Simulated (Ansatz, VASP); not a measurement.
# Cross-check of Li2W (Li2W in the C11b ordering) between VASP and Ansatz, part 2 of 2

Wanted: the spread between two codes on one cell, functional and k mesh. The cell is generated by rule, not measured, and may not be a known phase. Of the first pair: The cell is taken from a series of runs on this material, whose earlier steps may have relaxed, scaled, displaced or heated it; both programs get it as it stands.

VASP 6.6.1 and Ansatz 0.2.0.

So far: The structure; Ansatz: relaxation of cell and atoms, PBE, pair 1; VASP: relaxation of cell and atoms, PBE, pair 1; Differences.

## Step 5: VASP: relaxation of cell and atoms, PBE, pair 2

Level of this step: PBE; plane waves and PAW (W, Li_sv); invented cell (VASP).

The relaxed volume is the usual yardstick between codes: in a stiff, nearly cubic crystal its relative difference is about their pressure difference at one cell divided by the bulk modulus.

INCAR reads:

```
SYSTEM = Li2W
PREC = Accurate
ENCUT = 750
EDIFF = 1E-07
NELM = 120
ISMEAR = 1
SIGMA = 0.2
LREAL = .FALSE.
ALGO = Normal
GGA = PE
NBANDS = 12
LASPH = .TRUE.
LORBIT = 11
LWAVE = .FALSE.
LCHARG = .FALSE.
ISIF = 3
IBRION = 2
NSW = 80
EDIFFG = -0.005
GGA_COMPAT = .FALSE.
NELMIN = 4
KPAR = 2
```

POSCAR reads:

```
Li2W
1.0
    2.5771446764      0.0000000000      0.0000009939
    0.0000000000      2.5771446764      0.0000009939
    1.2885688391      1.2885688391      7.2571097825
W Li
1 2
Direct
    0.0000000000      0.0000000000      0.0000000000
    0.6580825660      0.6580825660      0.6838351717
    0.3419178197      0.3419178197      0.3161648283
```

KPOINTS reads:

```
Automatic mesh
0
Gamma
12 12 12
0 0 0
```

PAW data sets: W and Li_sv (PBE family, release 64).

On the command line:

```bash
$ mpirun -np 2 vasp_std
```

Numbers of over 12 decimals in the logs are rounded to 6 here.

What it wrote:

```text
[... set-up lines as in an earlier step ...]
 entering main loop
       N       E                     dE             d eps       ncg     rms          rms(c)
DAV:   1     0.495572087817E+02    0.49557E+02   -0.66199E+03  3912   0.125E+03
DAV:   2    -0.747335277281E+01   -0.57031E+02   -0.53196E+02  4444   0.258E+02
DAV:   3    -0.161139029565E+02   -0.86406E+01   -0.84684E+01  7456   0.626E+01
DAV:   4    -0.163381012588E+02   -0.22420E+00   -0.22364E+00  5060   0.128E+01
[...]
DAV:  12    -0.155581651209E+02    0.98156E-06   -0.13209E-05  5604   0.167E-02    0.400E-03
DAV:  13    -0.155581644796E+02    0.64132E-06   -0.16684E-06  4952   0.698E-03    0.161E-03
DAV:  14    -0.155581644431E+02    0.36569E-07   -0.83180E-08  3228   0.170E-03
   1 F= -.15558164E+02 E0= -.15555484E+02  d E =-.155582E+02
[...]
N       E                     dE             d eps       ncg     rms          rms(c)
DAV:   1    -0.155581680556E+02   -0.35759E-05   -0.66601E-04  4016   0.245E-01    0.140E-02
DAV:   2    -0.155581681213E+02   -0.65700E-07   -0.17895E-05  4996   0.298E-02    0.949E-03
DAV:   3    -0.155581677183E+02    0.40293E-06   -0.30348E-06  5264   0.853E-03    0.489E-03
DAV:   4    -0.155581674653E+02    0.25301E-06   -0.48710E-07  4644   0.339E-03    0.864E-04
DAV:   5    -0.155581674847E+02   -0.19420E-07   -0.23663E-08  2560   0.138E-03
   2 F= -.15558167E+02 E0= -.15555486E+02  d E =-.304168E-05
 trial-energy change:   -0.000003  1 .order   -0.000003   -0.000005   -0.000001
 step:   1.3937(harm=  1.3937)  dis= 0.00034  next Energy=   -15.558168 (dE=-0.342E-05)
 reached required accuracy - stopping structural energy minimisation
```

From OUTCAR (step 5):

```text
  Total       -0.0039870     -0.0039870     -0.0115527     -0.0000000      0.0000000      0.0000000
  in kB       -0.1325008     -0.1325008     -0.3839320     -0.0000000      0.0000001      0.0000001
  external PRESSURE =      -0.2163112 kB  Pullay stress =       0.0000000 kB

 POSITION                                       TOTAL-FORCE (eV/Angst)
 -----------------------------------------------------------------------------------
      1.28874      1.28874      7.25681         0.000000      0.000000      0.000000
      2.57749      2.57749      4.96221         0.000000      0.000000     -0.004056
      1.28875      1.28875      2.29459        -0.000000     -0.000000      0.004056
 -----------------------------------------------------------------------------------
    total drift:                               -0.000470     -0.000470     -0.000000

  FREE ENERGIE OF THE ION-ELECTRON SYSTEM (eV)
  ---------------------------------------------------
  free  energy   TOTEN  =       -15.5581674847 eV

  energy  without entropy=      -15.5501235871  energy(sigma->0) =      -15.55548619

[... 2 parts as in an earlier step ...]

[... 2 further parts left out ...]
[key lines of the parts left out:]
E-fermi :   2.9119
```

## Step 6: Ansatz: relaxation of cell and atoms, PBE, pair 2

Its own start cell and the same functional, mesh and smearing now go to Ansatz, which takes its cutoff from its data sets.

The two relaxations start from unlike cells of this crystal, so only their ends are compared.

input.yaml reads:

```yaml
crystal:
  lattice:
    - [2.5924834401, 0.0, 1.2757e-06]
    - [0.0, 2.5924834401, 1.2757e-06]
    - [1.2962381525, 1.2962381525, 7.2502385437]
  atoms:
    - { symbol: W, position: [0.0, 0.0, 0.0] }
    - { symbol: Li, position: [0.658012881, 0.658012881, 0.683974238] }
    - { symbol: Li, position: [0.341987119, 0.341987119, 0.316025762] }
kpoints:
  mp_grid: { grid: [12, 12, 12] }
hamiltonian:
  xc: pbe
scf:
  occupations: { method: methfessel_paxton, width: 0.2 }
output:
  forces: true
  stress: true
  eigenvalues: true
relax:
  adjacent_minimum: "off"
  f_tol: 0.001
  max_steps: 60
  cell: { stress_tol: 0.01 }
```

On the command line:

```bash
$ ansatz run input.yaml --threads 4 --pin off --max-ram 8192MiB --backend cpu --events-out ev --progress --plain --runs-dir out
```

What it wrote:

```text
[...]
Crystal: 3 atoms, lattice volume = 48.729 Å³
Basis set: ecut = 420 eV, 973 PW (Γ), exchange–correlation on 36×36×100 points (8 copies of the dense FFT grid, shifted against one another)
Bands: 14, of which v1, the nominal top of the filled ones, is band 10 counted from 1 (9 counted from 0)
Symmetry: 16 space group operations
[...]
k-points: 163 of 1728
[...]
--- Relaxed structure (3 steps of the walk, 2 accepted, 1 SCFs on fresh bases) ---
[...]
cell:  # Å, volume = 48.7421 Å³
    - [2.591893, -3.1378887816706997e-13, 1.275387924951531e-6]
    - [-3.1378887816708885e-13, 2.591893, 1.2753879249515716e-6]
    - [1.295943, 1.295943, 7.255549]
  atoms:
    - { symbol: W, position: [0, 0, 0] }
    - { symbol: Li, position: [0.658062, 0.658062, 0.683877] }
    - { symbol: Li, position: [0.341938, 0.341938, 0.316123] }
[key lines of the parts left out:]
SCF converged after 5 iterations
Free energy (F): -10792.917081 eV
Fermi energy:    8.003879 eV
P = ⅓ Tr σ = -0.0035 GPa (-0.035 kbar)
```

## Step 7: Differences

What differs besides the data sets and the points named for the pairs above, as far as they apply: the data sets hold 20 valence electrons in Ansatz (on its default PAW (the set named soft_2) files) and 12 in VASP. Total energies have different zeros and are not compared.

Both answers:

| quantity | Ansatz | VASP | difference |
| --- | --- | --- | --- |
| volume (Å³) | 48.74 | 48.21 | +1.10 % |
| edge a after relaxation, in the typed setting (Å) | 2.592 | 2.578 | +0.56 % |
| edge c after relaxation, in the typed setting (Å) | 7.483 | 7.482 | +0.02 % |

## Step 8: VASP: zone-centre phonons, PBE

Second derivatives magnify differences that forces hide, and they need a tight electronic threshold.

INCAR reads:

```
SYSTEM = Li2W
PREC = Accurate
ENCUT = 750
EDIFF = 1E-08
NELM = 120
ISMEAR = 1
SIGMA = 0.2
LREAL = .FALSE.
ALGO = Normal
GGA = PE
NBANDS = 12
LASPH = .TRUE.
LORBIT = 11
LWAVE = .FALSE.
LCHARG = .FALSE.
ISIF = 2
IBRION = 8
GGA_COMPAT = .FALSE.
KPAR = 2
```

POSCAR reads:

```
Li2W
1.0
    2.5918931500      0.0000000000      0.0000012754
    0.0000000000      2.5918931500      0.0000012754
    1.2959430048      1.2959430048      7.2555490578
W Li
1 2
Direct
    0.0000000000      0.0000000000      0.0000000000
    0.6580616046      0.6580616046      0.6838767909
    0.3419383954      0.3419383954      0.3161232091
```

KPOINTS reads:

```
Automatic mesh
0
Gamma
6 6 6
0 0 0
```

On the command line:

```bash
$ mpirun -np 2 vasp_std
```

What it wrote:

```text
[... set-up lines as in an earlier step ...]
 entering main loop
       N       E                     dE             d eps       ncg     rms          rms(c)
DAV:   1     0.497453871055E+02    0.49745E+02   -0.66111E+03   720   0.125E+03
DAV:   2    -0.711681987887E+01   -0.56862E+02   -0.53095E+02   808   0.258E+02
DAV:   3    -0.160755034249E+02   -0.89587E+01   -0.88031E+01  1348   0.634E+01
DAV:   4    -0.163358264462E+02   -0.26032E+00   -0.25988E+00   944   0.134E+01
[...]
DAV:  14    -0.156643524348E+02    0.55904E-07   -0.35041E-07   916   0.183E-03    0.119E-03
DAV:  15    -0.156643524244E+02    0.10360E-07   -0.79857E-09   664   0.586E-04    0.404E-04
DAV:  16    -0.156643524271E+02   -0.26499E-08   -0.67476E-10   500   0.251E-04
   1 F= -.15664352E+02 E0= -.15665814E+02  d E =0.438478E-02
 Linear response reoptimize wavefunctions to high precision
DAV:   1    -0.156643524192E+02    0.78427E-08   -0.91815E-10   588   0.129E-04
DAV:   2    -0.156643524193E+02   -0.50932E-10   -0.49470E-11   472   0.679E-05
 Linear response DOF=           4
 Linear response progress:
[...]
RMM:  12    -0.193640382009E+00   -0.11629E-05   -0.19743E-05  3976   0.313E-03    0.403E-04
RMM:  13    -0.193640763626E+00   -0.38162E-06   -0.93672E-06  4071   0.264E-03    0.422E-04
RMM:  14    -0.193641915903E+00   -0.11523E-05   -0.14398E-05  3812   0.233E-03    0.397E-04
 first order change of Fermi-energy  -0.13444E-03
 force on displaced ion       2 direction 1 :  -0.933   0.000  -0.003
 Linear response progress:
  Degree of freedom:   4/  4
       N       E                     dE             d eps       ncg     rms          rms(c)
RMM:   1    -0.190388621658E+00   -0.19039E+00    0.56858E+00   915   0.272E+01
RMM:   2    -0.195358560455E+00   -0.49699E-02   -0.26451E-02  1279   0.129E+00    0.109E-01
RMM:   3    -0.195393259496E+00   -0.34699E-04   -0.49082E-03  1569   0.510E-01    0.955E-02
RMM:   4    -0.195098259047E+00    0.29500E-03   -0.79760E-04  1596   0.232E-01    0.238E-02
[...]
RMM:  18    -0.195202554216E+00   -0.23887E-06   -0.71582E-06  1622   0.144E-03    0.254E-05
RMM:  19    -0.195202680511E+00   -0.12629E-06   -0.66817E-06  1702   0.137E-03    0.264E-05
RMM:  20    -0.195202831494E+00   -0.15098E-06   -0.62439E-06  1644   0.132E-03    0.262E-05
 first order change of Fermi-energy   0.14388E+00
 force on displaced ion       2 direction 3 :   0.000   0.000  -2.706
 Linear response finished
```

OUTCAR, selected parts (step 8):

```text
  Total       -0.6607325     -0.6607325     -0.2175278     -0.0000000     -0.0000002     -0.0000002
  in kB      -21.7186021    -21.7186021     -7.1502446     -0.0000000     -0.0000072     -0.0000072
  external PRESSURE =     -16.8624830 kB  Pullay stress =       0.0000000 kB

 POSITION                                       TOTAL-FORCE (eV/Angst)
 -----------------------------------------------------------------------------------
      0.00000      0.00000      0.00000         0.000000      0.000000      0.000000
      2.59189      2.59189      4.96190        -0.000000     -0.000000      0.026700
      1.29595      1.29595      2.29365         0.000000      0.000000     -0.026700
 -----------------------------------------------------------------------------------
    total drift:                                0.000000      0.000000      0.000000

[... 2 further parts left out ...]
```

## Step 9: Ansatz: zone-centre phonons, PBE

The same cell, functional, mesh and smearing now go to Ansatz, which takes its cutoff from its data sets.

The cell is taken from a series of runs on this material, whose earlier steps may have relaxed, scaled, displaced or heated it; both programs get it as it stands.

input.yaml reads:

```yaml
crystal:
  lattice:
    - [2.59189315, 0.0, 1.2754e-06]
    - [0.0, 2.59189315, 1.2754e-06]
    - [1.2959430048, 1.2959430048, 7.2555490578]
  atoms:
    - { symbol: W, position: [0.0, 0.0, 0.0] }
    - { symbol: Li, position: [0.6580616046, 0.6580616046, 0.6838767909] }
    - { symbol: Li, position: [0.3419383954, 0.3419383954, 0.3161232091] }
kpoints:
  mp_grid: { grid: [6, 6, 6] }
hamiltonian:
  xc: pbe
scf:
  occupations: { method: methfessel_paxton, width: 0.2 }
output:
  eigenvalues: true
phonons:
  method: dfpt
  qmesh: [2, 2, 2]
  temperatures: { t_max: 1000, t_step: 50 }
  qpath:
    path:
      - [[0.0, 0.0, 0.0], [0.5, 0.5, 0.5], [0.5, 0.5, 0.75], [0.5, 0.0, 0.5], [0.0, 0.0, 0.0], [0.0, 0.0, 0.5], [0.48404842, 0.0, 0.74202421]]
      - [[0.51595158, 0.0, 0.25797579], [0.0, 0.0, 0.0]]
      - [[0.5, 0.5, 0.5], [0.51595158, 0.48404842, 0.5]]
      - [[0.48404842, 0.48404842, 0.98404842], [0.0, 0.0, 0.5]]
    npoints: 10
```

On the command line:

```bash
$ ansatz run input.yaml --threads 4 --pin off --max-ram 8192MiB --backend cpu --events-out ev --progress --plain --runs-dir out
```

What it wrote:

```text
[...]
largest difference from the sums on the solved wave vectors: F 9.10e-2 eV, S 1.52e-4 and C_V 6.12e-5 eV/K
  zero-point energy: 0.135100 eV/cell   skipped modes (ω ≤ 0): 227, of them read as no rigid motion or as one in doubt: 224 (1.639e-1 modes/cell left out, lowest -30.64 cm⁻¹)   left out of the sums: 1.83e-2 of the cell's modes: C_V's classical limit lies that fraction below 3 k_B per atom; for a crystal, a wire or a layer, F and S can be off by more, and a phonons.interpolated_qmesh denser along its periods is the remedy for the sampling
[key lines of the parts left out:]
SCF converged after 10 iterations
Free energy (F): -10793.025859 eV
Fermi energy:    7.871229 eV
```

## Step 10: Comparison

What differs besides the data sets and the points named for the pairs above, as far as they apply: VASP's run holds the zone centre alone; the data sets hold 20 valence electrons in Ansatz (on its default PAW (the set named soft_2) files) and 12 in VASP. Total energies have different zeros and are not compared.

Both answers:

| quantity | Ansatz | VASP | difference |
| --- | --- | --- | --- |
| optical mode 1 to 2 (cm⁻¹) | 194.9 | 192.8 | +1.13 % |
| optical mode 3 to 4 (cm⁻¹) | 195.1 | 194.8 | +0.16 % |
| optical mode 5 (cm⁻¹) | 298.3 | 297.6 | +0.25 % |
| optical mode 6 (cm⁻¹) | 358.5 | 357.3 | +0.33 % |

Modes are paired by rising frequency, not by their patterns, so a pair may set unlike modes beside each other; they are those without the splitting of longitudinal modes.

## Step 11: Outcome

| Property | Result |
| --- | --- |
| difference in volume (relaxation of cell and atoms, PBE, pair 1) | 1.2 % |
| difference in volume (relaxation of cell and atoms, PBE, pair 2) | 1.1 % |
| r.m.s. difference of the optical zone-centre modes, each program's sorted by frequency (zone-centre phonons, PBE) | 1.4 cm⁻¹ |
| difference in optical mode 1 to 2 (zone-centre phonons, PBE) | +1.1 % |

In words: The difference in volume is 1.2 % (relaxation of cell and atoms, PBE, pair 1), at about the 1.2 % picked in this series as the mark of a large difference, as far as the stopping tolerances let one tell. The data sets hold unlike numbers of valence electrons (20 in Ansatz and 12 in VASP), so part of the differences may come from the potentials. What causes the difference of the relaxation of cell and atoms, PBE, pair 1 pair stays open here. Among the rows given in per cent, the largest difference of the zone-centre phonons, PBE pair is in optical mode 1 to 2, +1.1 %. 1 further pair of this series is not shown here. Such differences can come from data sets, numerical settings and the points named under the comparisons, not from the functional's error against experiment.

[Lines on the potential files, build, host, timing and source positions are cut from VASP's logs without a mark.]

[Logs are printed without paths, hosts, clocks, repeated set-up lines and the standing remarks that a program may print on its own settings, such as how far it seeks lower states.]

[Hosts, paths, dates, database ids (printed as entryN), source tags and the programs' standing remarks are cut or masked in the printed files.]
